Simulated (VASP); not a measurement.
Given:

```xyz
2
Lattice="0.0000 2.5846 2.5846 2.5846 0.0000 2.5846 2.5846 2.5846 0.0000" Properties=species:S:1:pos:R:3 pbc="T T T"
Sr     0.0000     0.0000     0.0000
O      2.5846     2.5846     2.5846
```

Computed with r2SCAN meta-GGA with spin-orbit coupling, VASP's PBE PAW potentials (set 64) (plane waves; VASP 6.6.1). Run with 520 eV cut-off, 8×8×8 Γ-centred mesh, Gaussian smearing of 0.050 eV, potentials Sr_sv O.

Task: Give the energies of bands 11 to 23 at the high-symmetry points, in eV from the valence-band maximum.

Result: 
```tsv
band	Γ	X	U	L	W
11	-0.06	-0.48	-0.95	-2.11	-1.11
12	-0.06	-0.48	-0.95	-2.11	-1.11
13	0.00	-0.15	-0.59	-1.13	-0.50
14	0.00	-0.15	-0.59	-1.13	-0.50
15	0.00	-0.08	-0.50	-1.11	-0.43
16	0.00	-0.08	-0.50	-1.11	-0.43
17	4.52	3.73	5.24	7.02	6.49
18	4.52	3.73	5.24	7.02	6.49
19	6.71	8.38	8.40	8.92	6.49
20	6.71	8.38	8.40	8.92	6.49
21	6.71	10.80	9.30	9.35	9.18
22	6.71	10.80	9.30	9.35	9.18
23	6.75	10.95	10.65	9.40	11.58
```

The gap is indirect, 3.73 eV, from the valence maximum at Γ to the conduction minimum at X.

The compound is SrO in the rock salt structure. It was relaxed first.
